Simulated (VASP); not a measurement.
All values below come from rev-vdW-DF2, VASP's PBE PAW potentials (set 64) (plane waves; VASP).

Input for VASP

**KPOINTS**
```
Automatic mesh
0
Gamma
7 7 4
0 0 0
```

INCAR:
```
ZAB_VDW = -1.8867
ISIF = 2   ! forces and stress, cell fixed
PARAM1 = 0.1234568
NEDOS = 601   ! DOS grid
LWAVE = .FALSE.
NELM = 100
ALGO = Normal
LEFG = .TRUE.
PARAM2 = 0.7114
GGA = MK
LUSE_VDW = .TRUE.
LORBIT = 11   ! lm-projected
LASPH = .TRUE.   ! aspherical one-centre terms
ENCUT = 520
SYSTEM = La2O3
AGGAC = 0.0
PREC = Accurate
EDIFF = 1E-7   ! SCF stop (eV)
LCHARG = .TRUE.
LMAXMIX = 6   ! l cut-off of mixed one-centre charges
ISMEAR = -5   ! tetrahedra, Bloechl
LREAL = .FALSE.   ! projection in real space or not
```

File POSCAR:
```
La2O3
1
    1.9640524175    -3.4018384858     0.0000000000
    1.9640524175     3.4018384858     0.0000000000
    0.0000000000     0.0000000000     6.0933947271
La O
2 3
Direct
  0.3333330000   0.6666670000   0.2453536663
  0.6666670000   0.3333330000   0.7546463337
  0.0000000000   0.0000000000   0.0000000000
  0.3333330000   0.6666670000   0.6461208471
  0.6666670000   0.3333330000   0.3538791529
```

POTCAR, in this order: La O (PBE.64 set). Program: vasp_std.

Q: What will the output report for the number of irreducible k-points (NKPTS), largest plane-wave count, number of space-group operations, FFT grid (NGX, NGY, NGZ)?

A: 
The number of irreducible k-points (NKPTS) is 28 and the largest plane-wave count comes out as 2219. The number of space-group operations comes out as 12 and the FFT grid (NGX, NGY, NGZ) is 30 × 30 × 48.

The compound is La2O3 in the a-type structure. It was relaxed first.
